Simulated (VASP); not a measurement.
All values below come from G0W0 on PBE orbitals, VASP's PBE PAW potentials (set 64) (plane waves; VASP).

The input files of a VASP run:

**INCAR**
```
ALGO = EVGW0
ENCUT = 500
ENCUTGW = 200
GGA = PE
ISMEAR = 0
LASPH = .True.
LCHARG = .False.
LREAL = .False.
LSPECTRALGW = .True.
LWAVE = .False.
NBANDS = 160
NBANDSGW = 17
NELMGW = 1
NOMEGA = 64
PREC = Normal
SIGMA = 0.01
SYSTEM = InP
```

### POSCAR
```
InP
1
    0.0000000000     2.9350000000     2.9350000000
    2.9350000000     0.0000000000     2.9350000000
    2.9350000000     2.9350000000     0.0000000000
In P
1 1
Direct
  0.0000000000   0.0000000000   0.0000000000
  0.2500000000   0.2500000000   0.2500000000
```

### KPOINTS
```
Automatic mesh
0
Gamma
4 4 4
0 0 0
```

POTCAR, in this order: In_d_GW P_GW (PBE.64 set). Program: vasp_std. Read from the step before: WAVECAR, WAVEDER.

The run wrote:

File OSZICAR:
```
energies w=
    0.000    0.000    0.304    0.000    0.608    0.000    0.910    0.000
    1.210    0.000    1.508    0.000    1.802    0.000    2.093    0.000
    2.380    0.000    2.664    0.000    2.943    0.000    3.219    0.000
    3.491    0.000    3.759    0.000    4.023    0.000    4.285    0.000
    4.544    0.000    4.801    0.000    5.055    0.000    5.309    0.000
    5.561    0.000    5.814    0.000    6.066    0.000    6.319    0.000
    6.574    0.000    6.831    0.000    7.091    0.000    7.355    0.000
    7.623    0.000    7.897    0.000    8.177    0.000    8.464    0.000
    8.760    0.000    9.067    0.000    9.384    0.000    9.715    0.000
   10.061    0.000   10.423    0.000   10.806    0.000   11.210    0.000
   11.640    0.000   12.099    0.000   12.592    0.000   13.125    0.000
   13.702    0.000   14.333    0.000   15.025    0.000   15.791    0.000
   16.646    0.000   17.605    0.000   18.693    0.000   19.938    0.000
   21.380    0.000   23.070    0.000   25.080    0.000   27.511    0.000
   30.510    0.000   34.302    0.000   39.246    0.000   45.952    0.000
   55.554    0.000   70.412    0.000   96.405    0.000  153.369    0.000
NQ=   1    0.0000    0.0000    0.0000,
 performed        217000 updates of chi_q(r,r)
NQ=   2    0.2500    0.0000    0.0000,
 performed        586000 updates of chi_q(r,r)
NQ=   3    0.5000    0.0000    0.0000,
 performed        912000 updates of chi_q(r,r)
NQ=   4    0.2500    0.2500    0.0000,
 performed       1281000 updates of chi_q(r,r)
NQ=   5    0.5000    0.2500    0.0000,
 performed       1770000 updates of chi_q(r,r)
NQ=   6   -0.2500    0.2500    0.0000,
 performed       2215000 updates of chi_q(r,r)
NQ=   7    0.5000    0.5000    0.0000,
 performed       2508000 updates of chi_q(r,r)
NQ=   8   -0.2500    0.5000    0.2500,
 performed       2866000 updates of chi_q(r,r)
 resolving degeneracies of screened two electron integrals
```

File OUTCAR:
```


 k-point   1 :       0.0000    0.0000    0.0000
  band No.  KS-energies  QP-energies   sigma(KS)   V_xc(KS)     V^pw_x(r,r')   Z            occupation Imag(sigma)

      1     -10.3271     -12.3835     -19.5583     -16.5972     -25.3340       0.6945       2.0000       0.2147
      2     -10.3271     -12.3835     -19.5583     -16.5972     -25.3340       0.6945       2.0000       0.2147
      3     -10.3271     -12.3835     -19.5583     -16.5972     -25.3340       0.6945       2.0000       0.2147
      4     -10.1800     -12.2749     -19.6939     -16.6842     -25.3573       0.6961       2.0000       0.1473
      5     -10.1800     -12.2749     -19.6939     -16.6842     -25.3573       0.6961       2.0000       0.1473
      6      -7.5787      -7.9443     -11.9132     -11.2934     -18.2523       0.5900       2.0000       0.8399
      7       3.9136       3.4284     -12.8945     -12.2361     -14.0678       0.7368       2.0000       0.0498
      8       3.9136       3.4284     -12.8945     -12.2361     -14.0678       0.7368       2.0000       0.0498
      9       3.9136       3.4284     -12.8945     -12.2361     -14.0678       0.7368       2.0000       0.0498
     10       4.5844       4.6323     -10.8524     -10.9159      -6.8476       0.7543       0.0000      -0.0555
     11       7.9724       8.0560      -9.8723      -9.9841      -5.4658       0.7478       0.0000      -0.0771
     12       7.9724       8.0560      -9.8723      -9.9841      -5.4658       0.7478       0.0000      -0.0771
     13       7.9724       8.0560      -9.8723      -9.9841      -5.4658       0.7478       0.0000      -0.0771
     14      12.4596      12.2797      -8.3066      -8.0661      -2.7989       0.7478       0.0000      -0.2639
     15      13.2992      13.4272     -10.0309     -10.2075      -4.5767       0.7246       0.0000      -0.2474
     16      13.2992      13.4272     -10.0309     -10.2075      -4.5767       0.7246       0.0000      -0.2474
     17      15.0699      14.7563      -8.0033      -7.5776      -2.2601       0.7369       0.0000      -0.4780

 k-point   2 :       0.2500    0.0000    0.0000
  band No.  KS-energies  QP-energies   sigma(KS)   V_xc(KS)     V^pw_x(r,r')   Z            occupation Imag(sigma)

      1     -10.3862     -12.3680     -19.3367     -16.4612     -25.1919       0.6892       2.0000       0.2355
      2     -10.3043     -12.3709     -19.5893     -16.6215     -25.3553       0.6963       2.0000       0.2123
      3     -10.3043     -12.3709     -19.5893     -16.6215     -25.3553       0.6963       2.0000       0.2123
      4     -10.1773     -12.2740     -19.6942     -16.6871     -25.3629       0.6973       2.0000       0.1491
      5     -10.1773     -12.2740     -19.6942     -16.6871     -25.3629       0.6973       2.0000       0.1491
      6      -6.9074      -7.3412     -12.2669     -11.5912     -18.3196       0.6419       2.0000       0.8307
      7       0.4684      -0.0736     -11.9784     -11.2182     -14.1102       0.7131       2.0000       0.1111
      8       3.3569       2.8471     -12.5917     -11.8979     -13.9128       0.7347       2.0000       0.0540
      9       3.3569       2.8471     -12.5917     -11.8979     -13.9128       0.7347       2.0000       0.0540
     10       5.6764       5.7272     -10.4150     -10.4824      -6.3141       0.7535       0.0000      -0.0603
     11       8.6717       8.7612      -9.9601     -10.0808      -5.3500       0.7416       0.0000      -0.0917
     12       8.6717       8.7612      -9.9601     -10.0808      -5.3500       0.7416       0.0000      -0.0917
     13       9.2109       9.2270     -10.2497     -10.2718      -5.4125       0.7277       0.0000      -0.1117
     14      12.4553      12.4703      -9.3966      -9.4171      -4.1340       0.7343       0.0000      -0.2240
     15      12.4553      12.4703      -9.3966      -9.4171      -4.1340       0.7343       0.0000      -0.2240
     16      13.0264      12.7481      -7.7352      -7.3572      -2.3341       0.7363       0.0000      -0.2741
     17      16.2465      16.1172      -8.9148      -8.7383      -2.9078       0.7324       0.0000      -0.5192

 k-point   3 :       0.5000    0.0000    0.0000
  band No.  KS-energies  QP-energies   sigma(KS)   V_xc(KS)     V^pw_x(r,r')   Z            occupation Imag(sigma)

      1     -10.4404     -12.3679     -19.1656     -16.3568     -25.0850       0.6862       2.0000       0.2539
      2     -10.2892     -12.3598     -19.6034     -16.6296     -25.3570       0.6963       2.0000       0.2071
      3     -10.2892     -12.3598     -19.6034     -16.6296     -25.3570       0.6963       2.0000       0.2071
      4     -10.1664     -12.2655     -19.7133     -16.7075     -25.3894       0.6983       2.0000       0.1523
      5     -10.1664     -12.2655     -19.7133     -16.7075     -25.3894       0.6983       2.0000       0.1523
      6      -5.8673      -6.3292     -12.9167     -12.2144     -18.5977       0.6577       2.0000       0.7274
      7      -1.8134      -2.3777     -11.2613     -10.4388     -14.5025       0.6861       2.0000       0.2568
      8       2.9435       2.4120     -12.4551     -11.7284     -13.9429       0.7315       2.0000       0.0585
      9       2.9435       2.4120     -12.4551     -11.7284     -13.9429       0.7315       2.0000       0.0585
     10       5.3819       5.4185     -10.2830     -10.3314      -6.2476       0.7562       0.0000      -0.0584
     11       8.6928       8.7457      -9.6109      -9.6822      -5.0301       0.7414       0.0000      -0.0903
     12       8.6928       8.7457      -9.6109      -9.6822      -5.0301       0.7414       0.0000      -0.0903
     13      10.9981      10.8045      -8.8146      -8.5471      -3.4691       0.7238       0.0000      -0.1937
     14      13.3642      13.2336      -9.0780      -8.8961      -3.3076       0.7182       0.0000      -0.3054
     15      14.4822      14.6078     -10.1735     -10.3442      -4.2074       0.7355       0.0000      -0.4104
     16      14.4822      14.6078     -10.1735     -10.3442      -4.2074       0.7355       0.0000      -0.4104
     17      16.1955      16.2979     -10.2148     -10.3545      -3.8725       0.7333       0.0000      -0.6221

 k-point   4 :       0.2500    0.2500    0.0000
  band No.  KS-energies  QP-energies   sigma(KS)   V_xc(KS)     V^pw_x(r,r')   Z            occupation Imag(sigma)

      1     -10.4251     -12.3922     -19.2775     -16.4217     -25.1566       0.6888       2.0000       0.2446
      2     -10.2771     -12.3481     -19.6295     -16.6555     -25.3881       0.6964       2.0000       0.2076
      3     -10.2771     -12.3481     -19.6295     -16.6555     -25.3881       0.6964       2.0000       0.2076
      4     -10.2026     -12.2854     -19.6440     -16.6431     -25.3162       0.6940       2.0000       0.1514
      5     -10.1628     -12.2647     -19.7126     -16.7042     -25.3812       0.6987       2.0000       0.1490
      6      -6.6862      -7.1157     -12.3206     -11.6492     -18.2949       0.6397       2.0000       0.8177
      7       0.5702       0.0592     -12.3897     -11.6728     -14.4201       0.7127       2.0000       0.1028
      8       2.5061       1.9601     -12.1191     -11.3702     -13.6957       0.7291       2.0000       0.0635
      9       2.5061       1.9601     -12.1191     -11.3702     -13.6957       0.7291       2.0000       0.0635
     10       6.3775       6.3499      -9.3572      -9.3209      -5.2778       0.7595       0.0000      -0.0637
     11       7.0192       7.0485     -10.4123     -10.4517      -6.0806       0.7426       0.0000      -0.0720
     12      10.2576      10.3734     -10.4823     -10.6423      -5.3807       0.7242       0.0000      -0.1444
     13      10.2576      10.3734     -10.4823     -10.6423      -5.3807       0.7242       0.0000      -0.1444
     14      10.8219      10.7432      -9.2032      -9.0961      -4.2383       0.7350       0.0000      -0.1549
     15      13.8285      13.9720     -10.0191     -10.2154      -4.3647       0.7311       0.0000      -0.3000
     16      15.9677      15.8844      -9.0239      -8.9114      -2.9936       0.7402       0.0000      -0.5119
     17      17.1107      16.8997      -8.2759      -7.9895      -2.3615       0.7367       0.0000      -0.5888

 k-point   5 :       0.5000    0.2500    0.0000
  band No.  KS-energies  QP-energies   sigma(KS)   V_xc(KS)     V^pw_x(r,r')   Z            occupation Imag(sigma)

      1     -10.4633     -12.3788     -19.1526     -16.3541     -25.0900       0.6845       2.0000       0.2611
      2     -10.2666     -12.3415     -19.6287     -16.6519     -25.3766       0.6970       2.0000       0.1996
      3     -10.2544     -12.3383     -19.6590     -16.6788     -25.4077       0.6992       2.0000       0.2043
      4     -10.1993     -12.2867     -19.6515     -16.6518     -25.3295       0.6959       2.0000       0.1534
      5     -10.1590     -12.2637     -19.7167     -16.7104     -25.3908       0.7001       2.0000       0.1506
      6      -5.6089      -6.0568     -12.9181     -12.2384     -18.5269       0.6590       2.0000       0.7034
      7      -1.4101      -1.9578     -11.8034     -11.0074     -14.8068       0.6881       2.0000       0.2092
      8       1.2041       0.6286     -11.4420     -10.6391     -13.3537       0.7167       2.0000       0.0871
      9       2.1772       1.6161     -12.0449     -11.2709     -13.7690       0.7248       2.0000       0.0682
     10       6.4472       6.4162      -9.5862      -9.5452      -5.4721       0.7555       0.0000      -0.0649
     11       8.2687       8.3525     -10.3805     -10.4950      -5.6861       0.7313       0.0000      -0.0920
     12      10.0800      10.0368      -9.5667      -9.5081      -4.6885       0.7366       0.0000      -0.1327
     13      10.5457      10.6325     -10.0707     -10.1902      -4.9089       0.7265       0.0000      -0.1576
     14      13.3359      13.2753      -9.9389      -9.8536      -3.9861       0.7095       0.0000      -0.3480
     15      14.6047      14.7462     -10.3014     -10.4955      -4.2965       0.7291       0.0000      -0.4168
     16      15.8030      15.9269     -10.4064     -10.5765      -4.1310       0.7284       0.0000      -0.5562
     17      16.1476      15.9931      -8.5850      -8.3764      -2.6803       0.7405       0.0000      -0.5034

 k-point   6 :      -0.2500    0.2500    0.0000
  band No.  KS-energies  QP-energies   sigma(KS)   V_xc(KS)     V^pw_x(r,r')   Z            occupation Imag(sigma)

...
```
(Selected blocks of OUTCAR.)

The mesh is coarse and the basis finite, so the quasiparticle values are not converged.

The compound is InP in the zinc blende structure. The cell was not relaxed at this level. The k-mesh is coarse (spacing up to 0.46 per Å, 2π included), so the numbers may not be converged in it.
